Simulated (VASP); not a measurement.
Computed with PBE GGA, VASP's PBE PAW potentials (set 64) (plane waves; VASP).

VASP ran on this input.

File POSCAR:
```
V
1
   -1.4982860472     1.4982860472     1.4982860472
    1.4982860472    -1.4982860472     1.4982860472
    1.4982860472     1.4982860472    -1.4982860472
V
1
Direct
  0.0000000000   0.0000000000   0.0000000000
```

**INCAR**
```
# general
SYSTEM  = V
PREC    = Accurate
ENCUT   = 520
LREAL   = F
LASPH   = T

# electronic loop
EDIFF   = 1E-6
NELM    = 100
ALGO    = Normal
LMAXMIX = 4

# smearing
ISMEAR  = 1
SIGMA   = 0.1

# functional
GGA     = PE

# ions
IBRION  = 2
NSW     = 60
ISIF    = 3
EDIFFG  = -0.01

# output
LWAVE   = F
LCHARG  = F
```

### KPOINTS
```
K-points
0
G
 15 15 15
```

POTCAR, in this order: V_sv (PBE.64 set). Program: vasp_std.

The resulting files:

File OSZICAR:
```
       N       E                     dE             d eps       ncg     rms          rms(c)
DAV:   1     0.859409806088E+02    0.85941E+02   -0.72929E+03  2408   0.143E+03
DAV:   2    -0.891735971863E+01   -0.94858E+02   -0.93219E+02  2480   0.370E+02
DAV:   3    -0.103721051651E+02   -0.14547E+01   -0.14348E+01  2512   0.541E+01
DAV:   4    -0.103820663748E+02   -0.99612E-02   -0.99525E-02  2446   0.459E+00
DAV:   5    -0.103821799104E+02   -0.11354E-03   -0.11353E-03  2508   0.496E-01    0.184E+01
DAV:   6    -0.902018061032E+01    0.13620E+01   -0.55566E+00  2410   0.354E+01    0.171E+00
DAV:   7    -0.900287947245E+01    0.17301E-01   -0.19973E-02  2412   0.224E+00    0.977E-01
DAV:   8    -0.899471013235E+01    0.81693E-02   -0.62491E-03  2420   0.133E+00    0.452E-02
DAV:   9    -0.899473997903E+01   -0.29847E-04   -0.58259E-05  2414   0.129E-01    0.276E-02
DAV:  10    -0.899474479937E+01   -0.48203E-05   -0.71146E-06  2420   0.343E-02    0.317E-03
DAV:  11    -0.899474541276E+01   -0.61339E-06   -0.46726E-07  1212   0.107E-02
   1 F= -.89947454E+01 E0= -.89951555E+01  d E =-.899475E+01
```

### OUTCAR
```
------------------------ aborting loop because EDIFF is reached ----------------------------------------
  FORCE on cell =-STRESS in cart. coord.  units (eV):
  Direction    XX          YY          ZZ          XY          YZ          ZX
  --------------------------------------------------------------------------------------
  Total       -0.0073471     -0.0073471     -0.0073471      0.0000000     -0.0000000      0.0000000
  in kB       -0.8749541     -0.8749541     -0.8749541      0.0000000     -0.0000000      0.0000000
  external PRESSURE =      -0.8749541 kB  Pullay stress =       0.0000000 kB
  volume of cell :       13.45
      direct lattice vectors                 reciprocal lattice vectors
    -1.498286047  1.498286047  1.498286047     0.000000000  0.333714647  0.333714647
     1.498286047 -1.498286047  1.498286047     0.333714647  0.000000000  0.333714647
     1.498286047  1.498286047 -1.498286047     0.333714647  0.333714647  0.000000000
 POSITION                                       TOTAL-FORCE (eV/Angst)
 -----------------------------------------------------------------------------------
      0.00000      0.00000      0.00000         0.000000     -0.000000      0.000000
 -----------------------------------------------------------------------------------
    total drift:                                0.000000     -0.000000      0.000000
  FREE ENERGIE OF THE ION-ELECTRON SYSTEM (eV)
  ---------------------------------------------------
  free  energy   TOTEN  =        -8.9947454128 eV

  energy  without entropy=       -8.9959756873  energy(sigma->0) =       -8.99515550

 reached required accuracy - stopping structural energy minimisation
```
(Selected blocks of OUTCAR.)

The compound is V in the bcc structure. It was relaxed first. The start is the result of an earlier pass. The run is not spin-polarised, so no magnetic state was tried.
